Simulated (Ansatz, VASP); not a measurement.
# Cross-check of TaN between VASP and Ansatz

Aim: how closely do two programs agree when they are given the same cell, functional and k mesh? The cell is taken from a series of runs on this material, whose earlier steps may have relaxed, scaled, displaced or heated it; both programs get it as it stands.

Calculated with Ansatz 0.2.0; plane waves, with VASP 6.6.1 beside it; zone-centre phonons at LDA.

## Step 1: The starting structure

It takes space group P-6m2 (No. 187, hexagonal). The conventional cell has a = 2.907 Å, b = 2.907 Å, c = 2.852 Å, α = 90.00°, β = 90.00°, γ = 120.00°. Nearest to N lie 6 Ta at 2.20 Å. Nearest to Ta lie 6 N at 2.20 Å. Farther neighbours and most contacts between anions are not listed.

Coordinates:

```cif
data_structure
_symmetry_space_group_name_H-M 'P 1'
_symmetry_Int_Tables_number 1
_cell_length_a 2.9065
_cell_length_b 2.9065
_cell_length_c 2.8517
_cell_angle_alpha 90.000
_cell_angle_beta 90.000
_cell_angle_gamma 120.000
_cell_volume 20.86
loop_
_atom_site_label
_atom_site_type_symbol
_atom_site_fract_x
_atom_site_fract_y
_atom_site_fract_z
_atom_site_occupancy
N1 N 0.66667 0.33333 0.00000 1
Ta2 Ta 0.00000 0.00000 0.50000 1
```

## Step 2: Ansatz: zone-centre phonons, LDA

Ansatz runs on its PAW soft_1 files.

Second derivatives magnify differences that forces hide, and they need a tight electronic threshold.

The input, input.yaml:

```yaml
crystal:
  lattice:
    - [2.906508423, 0.0, 0.0]
    - [-1.4532542115, 2.5171101307, 0.0]
    - [0.0, 0.0, 2.8516946941]
  atoms:
    - { symbol: "N", position: [0.6666666667, 0.3333333333, 0.0] }
    - { symbol: Ta, position: [0.0, 0.0, 0.5] }
kpoints:
  mp_grid: { grid: [18, 18, 16] }
hamiltonian:
  xc: lda
  pseudopotentials: { kind: paw, azcp: { folder: soft_1 }, xc_functional: pbe }
scf:
  occupations: { method: methfessel_paxton, width: 0.2 }
output:
  eigenvalues: true
phonons:
  method: dfpt
```

On the command line:

```console
> ansatz run input.yaml --threads 4 --pin off --max-ram 10240MiB --backend cpu --events-out ev --progress --plain --runs-dir out
```

Numbers of over 12 decimals in the logs are rounded to 6 here.

The log of the run:

```text
zone centre: on kpoints.mp_grid the ground state, and the responses unless they are solved on pairs of k-points, stand on 819 of the mesh's 5184 k-points, reduced under 4 symmetry operations, with k and −k counted as one. Each operation leaves every solved displacement unchanged or reverses it
Engine: ansatz 0.2.0, aarch64-unknown-linux-gnu
Pseudopotentials: kind: paw
Pseudopotential: N, paw, valence charge 5, recommended cutoff 420 eV (normal), soft_1/N.paw.azcp
Pseudopotential: Ta, paw, valence charge 13, recommended cutoff 420 eV (normal), soft_1/Ta.paw.azcp
Functional definition: SPW92
  exchange = slater_x
  correlation = pw_c
Crystal: 2 atoms, lattice volume = 20.863 Å³
Basis set: ecut = 420 eV, 405 PW (Γ), exchange–correlation on 40×40×40 points (8 copies of the dense FFT grid, shifted against one another)
Bands: 13, of which v1, the nominal top of the filled ones, is band 9 counted from 1 (8 counted from 0)
Symmetry: 12 space group operations
k-points: 819 of 5184 (irreducible under 4 space group operations, time reversal used)
Non-local potential: N, projectors of the file, l = 0: 2, l = 1: 2, l = 2: 1
Non-local potential: Ta, projectors of the file, l = 0: 3, l = 1: 2, l = 2: 2, l = 3: 1
PAW form: soft (Blöchl's): semilocal exchange-correlation on the pseudo side does not see the compensation charge
PAW frozen core: N, regenerated for the run's functional, and the local potential with it (the file was generated under x = pbe(κ = 0.804, μ = 0.219515), c = pbe(β = 0.066725))
PAW frozen core: Ta, regenerated for the run's functional, and the local potential with it (the file was generated under x = pbe(κ = 0.804, μ = 0.219515), c = pbe(β = 0.066725))
PAW one-centre angular grid: N, 110 points (default); XC on 64 Gauss nodes
PAW one-centre angular grid: Ta, 590 points (default); XC on 64 Gauss nodes
Initial density: superposition of atomic densities (chi_scale 0.1, normalization cell, long waves kept (reshape's long-wave potential 0.00 eV rms))
Initial wavefunctions: pseudopotential atomic-orbital guess
Functional: x = slater, c = lda
SCF iter   1: F=—  HF=-10060.080589 eV  |F-HF|=—  |Δ(HF+E_count)|=         —  Δρ=4.86e-2  dr2=2.92e-1  ethr=3.10e-3  ⟨swp⟩=5.0  Hψ=52934  notcnv=0
preconditioner: auto → none  [metal: Δε(μ)=0.074 eV  Ē_g=11.392 eV  σ=0.200 eV  W_gap=0.31  n_scr=8 (ndim 8)  ℏωp=25.7 eV  f_vac=0.000  D(μ)=0.05/eV (n_scr^D=0)  sad-step TF]
SCF iter   2: F=—  HF=-10060.055875 eV  |F-HF|=—  |Δ(HF+E_count)|=   2.47e-2  S|Δr|=    0.00e0  Δρ=3.03e-2  dr2=1.22e-1  ethr=1.62e-3  ⟨swp⟩=1.0  Hψ=17199  notcnv=0
SCF iter   3: F=—  HF=-10060.033019 eV  |F-HF|=—  |Δ(HF+E_count)|=   2.29e-2  S|Δr|=    0.00e0  Δρ=1.52e-3  dr2=2.29e-4  ethr=6.78e-4  ⟨swp⟩=2.6  Hψ=14505  notcnv=0
SCF iter   4: F=—  HF=-10060.033094 eV  |F-HF|=—  |Δ(HF+E_count)|=   7.47e-5  S|Δr|=    0.00e0  Δρ=3.18e-4  dr2=2.23e-5  ethr=1.27e-6  ⟨swp⟩=2.3  Hψ=16947  notcnv=0
SCF iter   5: F=—  HF=-10060.033087 eV  |F-HF|=—  |Δ(HF+E_count)|=   6.57e-6  S|Δr|=    0.00e0  Δρ=3.29e-5  dr2=5.90e-8  ethr=1.24e-7  ⟨swp⟩=2.6  Hψ=16062  notcnv=0
SCF iter   6: F=—  HF=-10060.033087 eV  |F-HF|=—  |Δ(HF+E_count)|=   4.25e-7  S|Δr|=    0.00e0  Δρ=3.58e-6  dr2=8.35e-10  ethr=3.28e-10  ⟨swp⟩=2.2  Hψ=16357  notcnv=0
SCF iter   7: F=—  HF=-10060.033087 eV  |F-HF|=—  |Δ(HF+E_count)|=  5.46e-12  S|Δr|=    0.00e0  Δρ=5.29e-7  dr2=4.58e-11  ethr=4.64e-12  ⟨swp⟩=2.4  Hψ=16073  notcnv=0
SCF iter   8: F=-10060.033087 eV  HF=-10060.033087 eV  |F-HF|=3.64e-12  |Δ(HF+E_count)|=  1.46e-11  S|Δr|=    0.00e0  Δρ=5.93e-8  dr2=2.35e-13  ethr=1.00e-12  ⟨swp⟩=6.0  Hψ=45388  notcnv=0
SCF 1 converged in 8 iterations: F = -10060.033087 eV  dr2 = 2.35e-13
  greatest PAW one-centre occupation: 0.999 electrons in one spin orbital (limit 2), on the Ta atom at site 1 (counted from 0), in its partial waves of l = 0
DFPT response loops at Γ: preconditioner auto → Kerker (q_TF=auto, 2.662 Å⁻¹) (partly filled bands, converged f_vac=0.000); β = 1.00, the filter's whole step (`scf.mixing.beta` (0.50) is not read by the response loops under this deck's `scf.mixing.preconditioner`; to damp them name `kerker` or `kerker_dos`, under which they read `scf.mixing.beta`, and type it under 1.00, their step now; both keys bind the ground state too); Broyden in place of MSR1
SCF converged after 8 iterations
Stability not checked: this state was not tested for a lower state beside it, because cold or Methfessel-Paxton smearing, or corrected tetrahedra, fill the levels in a way that the test cannot read (fill_not_monotonic; see scf.lower_state_search)
Free energy (F): -10060.033087 eV
Harris-Foulkes:  -10060.033087 eV  (|F-HF|=3.64e-12)
Internal energy: -10060.033856 eV  (E = F + TS)
E sigma→0 (E₀):  -10060.033279 eV
Entropy (-TS):   0.000769 eV (0.385 meV/atom)
Fermi energy:    20.407835 eV
--- Per-component energies (eV) ---
  E_band       = -47.219696
  E_kinetic    = 525.684476
  E_local      = -573.426154  (includes V_loc(G=0)·N_el)
  E_nonlocal   = 30.386485
  E_hartree    = 205.285116
  E_xc         = -379.319032
  E_vxc        = -311.522819  (∫ρ·V_xc dr)
  E_paw        = -8176.750347  (= ΣΔE_a)
  E_vpaw       = -128.912812  (= ΣTr[D̂ρ^β])
  E_aug_tail   = 0.000891  (compensation charges beyond the density's cutoff)
  E_ewald      = -1692.234332
  E_core_change = 0.339041  (= ΣΔE_core)
  E_smearing   = 0.000769  (= −TS)
  E_closure    = 0.000000  (closes the sum)
  Σ components = -10060.033087   (vs F -10060.033087, Δ=0.00e0)
--- Band table (eV; the first three rows and the last of 819) ---
  k-point 0: bands = [... 5 lower, 15.7822, 15.7822, 16.1360, 17.5408, 23.0267, 24.1959, 24.1959, 24.6107]
  k-point 1: bands = [... 5 lower, 15.8157, 15.8157, 15.8389, 17.7907, 23.1655, 23.5491, 23.5491, 25.1068]
  k-point 2: bands = [... 5 lower, 15.1650, 15.9118, 15.9118, 18.3692, 22.7076, 22.7076, 23.5429, 25.4900]
  k-point 818: bands = [... 5 lower, 12.6717, 13.5274, 16.3118, 19.4689, 24.7932, 25.7210, 26.7854, 27.8471]
--- Phonons (Γ-DFPT): 4 representative perturbations + reference, on 819 of 5184 k-points (Σ response iterations 12) ---
  k mesh reduced under 4 symmetry operations, with k and −k counted as one. Each operation leaves every solved displacement unchanged or reverses it
  ASR residual: 2.315e-5 → 0.000e0 eV/Å²; symmetrization residual: 3.332e-6 eV/Å²
  ASR residual per site (eV/Å²): 2.31e-5 2.21e-5
  Γ frequencies (cm⁻¹): 0.00 0.00 0.00 543.74 543.74 567.89
  non-analytic LO–TO correction: not included (Born effective charges unavailable; polar crystals: no LO–TO splitting at Γ)
```

[end of part 1 of 2]

[Lines on the potential files, build, host, timing and source positions are cut from VASP's logs without a mark.]

[Logs are printed without paths, hosts, clocks, repeated set-up lines and the standing remarks that a program may print on its own settings, such as how far it seeks lower states.]

[Hosts, paths, dates, database ids (printed as entryN), source tags and the programs' standing remarks are cut or masked in the printed files.]
